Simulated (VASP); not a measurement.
Consider the following.

```
Er
1.0
    1.77962    -3.08240     0.00000
    1.77962     3.08240     0.00000
    0.00000     0.00000     5.48917
Er
2
Direct
  0.33333   0.66667   0.25000
  0.66667   0.33333   0.75000
```

These are PBE GGA with D4 dispersion, VASP's PBE PAW potentials (set 64) (plane waves; VASP 6.6.1) values and carry that method's errors. Settings: 520 eV cut-off, 13×13×8 Γ-centred mesh, tetrahedra with Blöchl corrections, potentials Er_3.

The 4f electrons are frozen in the core of the lanthanide potential, so 4f levels, which can set the real gap, and their magnetism are missing.

Predict the energy per atom (σ→0), band gap (on the k-mesh) with the smallest direct gap where there is one.

The band gap (on the k-mesh) is none (metal, semimetal or under 0.01 eV) and the energy per atom (σ→0) comes out as -4.683 eV/atom.

Only differences to runs with the same potentials and settings are physical.

The compound is Er in the hcp structure. It was relaxed first.
